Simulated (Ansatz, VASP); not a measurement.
**Cross-check of Ni (Ni(100)-(3x1) missing row) between VASP and Ansatz**

One calculation is typed for both programs; each brings its own data sets. How far apart do they land? Of the first pair: The structure shown is the start of the Ansatz relaxation below; VASP solves that cell, so the two are compared at the walk's first step.

Method: plane waves, with VASP 6.6.1 beside it; single point at PBE with D3(BJ), in Ansatz 0.2.0.

## 1. Starting point

The cell holds 11 atoms: 11 Ni. Its edges and angles: a = 7.467 Å, b = 2.489 Å, c = 22.280 Å, α = 90.0°, β = 90.0°, γ = 90.0°. Vacuum lies along c.

## 2. Ansatz: relaxation, PBE with D3(BJ)

Ansatz runs on its default PAW (the set named soft_2) files.

The two programs are compared at the cell with which this relaxation starts, whose forces are those of its first step.

Input file input.yaml:

```yaml
crystal:
  lattice:
    - [7.4670476093, 0.0, 0.0]
    - [0.0, 2.4890158698, 0.0]
    - [0.0, 0.0, 22.28]
  atoms:
    - { symbol: Ni, position: [0.16666667, 0.5, 0.381508079], spin: 0.7 }
    - { symbol: Ni, position: [0.5, 0.5, 0.381508079], spin: 0.7 }
    - { symbol: Ni, position: [0.83333333, 0.5, 0.381508079], spin: 0.7 }
    - { symbol: Ni, position: [0.0, 0.0, 0.460502693], spin: 0.7 }
    - { symbol: Ni, position: [0.33333333, 0.0, 0.460502693], spin: 0.7 }
    - { symbol: Ni, position: [0.66666667, 0.0, 0.460502693], spin: 0.7 }
    - { symbol: Ni, position: [0.16666667, 0.5, 0.539497307], spin: 0.7 }
    - { symbol: Ni, position: [0.5, 0.5, 0.539497307], spin: 0.7 }
    - { symbol: Ni, position: [0.83333333, 0.5, 0.539497307], spin: 0.7 }
    - { symbol: Ni, position: [0.0, 0.0, 0.618491921], spin: 0.7 }
    - { symbol: Ni, position: [0.33333333, 0.0, 0.618491921], spin: 0.7 }
magnetization:
  spin_polarized: true
kpoints:
  mp_grid: { grid: [4, 11, 1] }
hamiltonian:
  xc: pbe
  dispersion: d3bj
scf:
  occupations: { method: fermi_dirac, width: 0.1 }
  convergence: { dr2_threshold: 1.0e-08 }
efield:
  axis: 3
  dipole_correction: true
  ramp_position: 0.97
  ramp_width: 0.06
relax:
  f_tol: 0.015
  max_steps: 90
  constraints: [{ sites: [0, 1, 2, 3, 4, 5] }]
output:
  write_potential: true
  write_density: true
  volumetric_format: npy
```

Started as:

```sh
$ ansatz run input.yaml --threads 4 --pin off --max-ram 12288MiB --backend cpu --events-out ev --progress --plain --runs-dir out
```

Numbers of over 12 decimals in the logs are rounded to 6 here.

What it wrote:

```text
Engine: ansatz 0.2.0, aarch64-unknown-linux-gnu
Pseudopotentials: kind: paw
Pseudopotential: Ni, paw, valence charge 18, recommended cutoff 420 eV (normal), Ni.paw.azcp
Functional definition: PBE
  parameter kappa = 0.804
  parameter beta = 0.066725
  exchange = pbe_x(kappa = kappa, mu = beta*pi^2/3)
  correlation = pbe_c(beta = beta)
Crystal: 11 atoms, lattice volume = 414.087 Å³
Basis set: ecut = 420 eV, 8107 PW (Γ), exchange–correlation on 100×36×300 points (8 copies of the dense FFT grid, shifted against one another)
Bands: 124, of which v1, the nominal top of the filled ones, is band 99 counted from 1 (98 counted from 0)
Symmetry: 4 space group operations
k-points: 18 of 44
Non-local potential: Ni, projectors of the file, l = 0: 3, l = 1: 2, l = 2: 3, l = 3: 1
PAW form: soft (Blöchl's): semilocal exchange-correlation on the pseudo side does not see the compensation charge
PAW one-centre angular grid: Ni, 590 points (default); XC on 64 Gauss nodes
Initial density: superposition of atomic densities (neutral atoms: chi_scale 0, normalization atom)
Starting moments: Σ|m| = 7.7 μB on 11 of 11 sites
Initial wavefunctions: pseudopotential atomic-orbital guess
Functional: x = pbe(κ = 0.804, μ = 0.219515), c = pbe(β = 0.066725)
SCF iter   1: F=—  HF=-64223.796092 eV  |F-HF|=—  |Δ(HF+E_count)|=         —  Δρ=2.12e-2 (↑1.68e-2 ↓2.12e-2)  dr2=1.13e1  dr2_m=7.59e-1  M=8.296 μB ∫|m|=8.681 μB  β_m=1.00  ethr=3.10e-3  p=0.000 e·Å  D=2.23e-8 V/Å  ΔV_dip=-0.00 eV  dr2_dipole=7.08e-2  V_vac-E_F(+/−)=7.06/7.06 eV  ⟨swp⟩=9.9  Hψ=22231  notcnv=0  defer=203
Mixer restart at iter 1: flushing history
efield: sawtooth ramp at fractional position 0.9700 (set: `efield.ramp_position`, or a place that a band, a saddle search or an elastic batch's reference lends), width 0.0600; the density the first Hamiltonian is built on has a dipole p = 0.000 e·Å; the dipole correction subtracts the counter field D = 2.23e-8 V/Å, which shifts the + side's vacuum level by -0.00 eV against the − side's; the planar-averaged density in the ramp window peaks in size at 2.4e-5 e/Å³
preconditioner: auto → LDOS  [metal: Δε(μ)=0.002 eV  Ē_g=6.787 eV  σ=0.100 eV  W_gap=0.00  n_scr=76 (ndim 8)  ℏωp=19.1 eV  f_vac=0.627  D(μ)=24.05/eV (n_scr^D=254)]
spin=Collinear: LDOS preconditioning applied to the charge; magnetization (m = ρ↑ − ρ↓) channel mixes plain (no charge-response kernel on spin).
SCF iter   2: F=—  HF=-64225.944038 eV  |F-HF|=—  |Δ(HF+E_count)|=    2.15e0  Δρ=1.31e-2 (↑1.31e-2 ↓1.01e-2)  dr2=2.63e0  dr2_m=1.72e-2  M=8.228 μB ∫|m|=8.941 μB  β_m=0.34  ethr=3.10e-3  p=0.015 e·Å  D=6.42e-3 V/Å  ΔV_dip=-0.14 eV  dr2_dipole=3.39e-2  V_vac-E_F(+/−)=6.07/6.21 eV  ⟨swp⟩=2.4  Hψ=7544  notcnv=0  defer=324
density mixer auto → msr1: a metal under ldos (density of states about μ 3.94 of a free-electron gas's, 76 screened modes)
SCF iter   3: F=—  HF=-64230.527168 eV  |F-HF|=—  |Δ(HF+E_count)|=    4.58e0  Δρ=4.48e-3 (↑3.71e-3 ↓4.48e-3)  dr2=3.87e-1  dr2_m=5.50e-3  M=8.235 μB ∫|m|=9.064 μB  β_m=0.43  ethr=1.33e-3  p=0.023 e·Å  D=9.91e-3 V/Å  ΔV_dip=-0.22 eV  dr2_dipole=9.81e-3  V_vac-E_F(+/−)=5.47/5.69 eV  ⟨swp⟩=3.1  Hψ=7247  notcnv=0  defer=316
SCF iter   4: F=—  HF=-64233.650332 eV  |F-HF|=—  |Δ(HF+E_count)|=    3.12e0  Δρ=6.57e-3 (↑3.87e-3 ↓6.57e-3)  dr2=2.98e-1  dr2_m=1.34e-2  M=8.072 μB ∫|m|=9.042 μB  β_m=0.71  ethr=1.95e-4  p=0.030 e·Å  D=1.31e-2 V/Å  ΔV_dip=-0.29 eV  dr2_dipole=4.32e-4  V_vac-E_F(+/−)=4.98/5.27 eV  ⟨swp⟩=2.4  Hψ=7331  notcnv=0  defer=318
SCF iter   5: F=—  HF=-64234.936277 eV  |F-HF|=—  |Δ(HF+E_count)|=         —  Δρ=5.62e-3 (↑3.03e-3 ↓5.62e-3)  dr2=1.40e-1  dr2_m=3.24e-2  M=7.657 μB ∫|m|=8.709 μB  β_m=0.71  ethr=1.50e-4  p=0.029 e·Å  D=1.25e-2 V/Å  ΔV_dip=-0.28 eV  dr2_dipole=2.86e-4  V_vac-E_F(+/−)=4.70/4.97 eV  ⟨swp⟩=2.6  Hψ=8459  notcnv=0  defer=322
SCF iter   6: F=—  HF=-64234.941471 eV  |F-HF|=—  |Δ(HF+E_count)|=   5.19e-3  Δρ=5.24e-3 (↑2.00e-3 ↓5.24e-3)  dr2=1.22e-1  dr2_m=1.26e-2  M=7.543 μB ∫|m|=8.578 μB  β_m=0.61  ethr=7.08e-5  p=0.031 e·Å  D=1.37e-2 V/Å  ΔV_dip=-0.31 eV  dr2_dipole=5.51e-5  V_vac-E_F(+/−)=4.66/4.97 eV  ⟨swp⟩=2.1  Hψ=8050  notcnv=0  defer=353
SCF iter   7: F=—  HF=-64234.917225 eV  |F-HF|=—  |Δ(HF+E_count)|=   2.42e-2  Δρ=1.30e-3 (↑1.10e-3 ↓1.30e-3)  dr2=1.25e-2  dr2_m=8.80e-4  M=7.592 μB ∫|m|=8.630 μB  β_m=0.59  ethr=6.17e-5  p=0.030 e·Å  D=1.32e-2 V/Å  ΔV_dip=-0.30 eV  dr2_dipole=9.30e-6  V_vac-E_F(+/−)=4.62/4.92 eV  ⟨swp⟩=2.0  Hψ=6907  notcnv=0  defer=334
SCF iter   8: F=—  HF=-64234.915411 eV  |F-HF|=—  |Δ(HF+E_count)|=   1.81e-3  Δρ=5.51e-4 (↑2.44e-4 ↓5.51e-4)  dr2=1.48e-3  dr2_m=2.78e-4  M=7.569 μB ∫|m|=8.603 μB  β_m=0.62  ethr=6.32e-6  p=0.031 e·Å  D=1.35e-2 V/Å  ΔV_dip=-0.30 eV  dr2_dipole=2.97e-5  V_vac-E_F(+/−)=4.61/4.91 eV  ⟨swp⟩=3.0  Hψ=9669  notcnv=0  defer=346
[...]
SCF converged after 13 iterations
Magnetization: 7.4612 μB (102.7306 up, 95.2694 down)
Absolute magnetization: 8.4896 μB (∫|ρ↑−ρ↓|, with the PAW one-centre terms)
Spin contamination: 0.1079 ħ² per cell (⟨S²⟩ above its minimum at these occupations)
Per-site moments (μB) at R_I (Å): [(0.772616, 1.026719), (0.740454, 1.026719), (0.740454, 1.026719), (0.698429, 1.007810), (0.698429, 1.007810), (0.638609, 1.018813), (0.679032, 0.990879), (0.709054, 0.991341), (0.709054, 0.991341), (0.753937, 0.990879), (0.753937, 0.990879)]
Free energy (F): -64235.039841 eV
Harris-Foulkes:  -64235.039841 eV  (|F-HF|=7.33e-9)
Internal energy: -64234.384713 eV  (E = F + TS)
E sigma→0 (E₀):  -64234.712277 eV
Entropy (-TS):   -0.655128 eV (-59.557 meV/atom)
Fermi energy:    1.931387 eV
Dipole field:    D = 0.011242 V/Å  (p = 0.025726 e·Å, saw-weighted, corrected)
Work function:   Φ+ = 4.6336 eV   Φ− = 4.8841 eV
Levels:          The Fermi level and band energies are counted from a zero that moves with the ramp; work functions are not
--- Per-component energies (eV) ---
  E_band       = -6300.415518
  E_kinetic    = 3097.393453
  E_local      = -400323.507905  (includes V_loc(G=0)·N_el)
  E_nonlocal   = 7016.889092
  E_hartree    = 195454.991119
  E_xc         = -921.609843
  E_vxc        = -1187.370117  (∫ρ·V_xc dr)
  E_paw        = -17947.196705  (= ΣΔE_a)
  E_vpaw       = -5814.411034  (= ΣTr[D̂ρ^β])
  E_aug_tail   = 0.005822  (compensation charges beyond the density's cutoff)
  E_efield     = 0.000145  (sawtooth field / dipole correction)
  E_vefield    = 0.614524  (∫n·V_field dr)
  E_ewald      = 149392.065394
  E_disp       = -3.415285  (pairwise vdW)
  E_smearing   = -0.655128  (= −TS)
  E_closure    = 0.000000  (closes the sum)
  Σ components = -64235.039841   (vs F -64235.039841, Δ=0.00e0)
--- Forces (eV/Å), atoms counted from 1 ---
  atom   1  Ni     0.00000000     0.00000000     0.43174489
  atom   2  Ni     0.00084255     0.00000000     0.35251183
  atom   3  Ni    -0.00084255     0.00000000     0.35251183
  atom   4  Ni    -0.17188202     0.00000000    -0.42392098
  atom   5  Ni     0.17188202     0.00000000    -0.42392098
  atom   6  Ni     0.00000000     0.00000000    -0.29631459
  atom   7  Ni     0.00000000     0.00000000    -0.00764800
  atom   8  Ni     0.00381506     0.00000000     0.00504735
  atom   9  Ni    -0.00381506     0.00000000     0.00504735
  atom  10  Ni     0.00075583     0.00000000     0.00244973
  atom  11  Ni    -0.00075583     0.00000000     0.00244973
  max |Σ_I F_I| component: 4.18e-5 eV/Å
--- Band table (eV; the first three rows and the last of 36) ---
  k-point 0 ↑: bands = [... 95 lower, 1.1502, 1.1506, 1.2061, 1.2677, 1.2791, 1.3110, 1.3132, 1.3480, ... 21 higher]
  k-point 1 ↑: bands = [... 95 lower, 1.1225, 1.1451, 1.1534, 1.2478, 1.2523, 1.2645, 1.2985, 1.3307, ... 21 higher]
  k-point 2 ↑: bands = [... 95 lower, 1.0692, 1.1180, 1.1193, 1.2381, 1.2540, 1.2857, 1.3983, 1.4139, ... 21 higher]
  k-point 17 ↓: bands = [... 95 lower, 2.2373, 2.2751, 2.3483, 2.5659, 3.0580, 3.1498, 3.4774, 3.8715, ... 21 higher]
--- Relaxed structure (4 steps of the walk, 4 accepted, 0 SCFs on fresh bases) ---
  F+E_penalty+E_count = -64235.03984116 eV   max|allowed force component| = 7.648e-3 eV/Å
  atoms:
    - { symbol: Ni, position: [0.166667, 0.5, 0.381508079] }
    - { symbol: Ni, position: [0.500000, 0.5, 0.381508079] }
    - { symbol: Ni, position: [0.833333, 0.5, 0.381508079] }
    - { symbol: Ni, position: [1.6666666607429387e-9, 0.0, 0.460503] }
    - { symbol: Ni, position: [0.333333, 0.0, 0.460503] }
    - { symbol: Ni, position: [0.666667, 0.0, 0.460503] }
    - { symbol: Ni, position: [0.166667, 0.5, 0.536560] }
    - { symbol: Ni, position: [0.505743, 0.5, 0.539623] }
    - { symbol: Ni, position: [0.827590, 0.5, 0.539623] }
    - { symbol: Ni, position: [0.00409996, 0.0, 0.610962] }
    - { symbol: Ni, position: [0.329233, 0.0, 0.610962] }
```

Reading the cycles: dr2 is the Hartree energy of the density residual (eV), the measure of convergence; HF is the Harris–Foulkes estimate of the energy, which meets the free energy F at convergence.

(Part 1 of 3 ends here.)

[Lines on the potential files, build, host, timing and source positions are cut from VASP's logs without a mark.]

[Logs are printed without paths, hosts, clocks, repeated set-up lines and the standing remarks that a program may print on its own settings, such as how far it seeks lower states.]

[Hosts, paths, dates, database ids (printed as entryN), source tags and the programs' standing remarks are cut or masked in the printed files.]
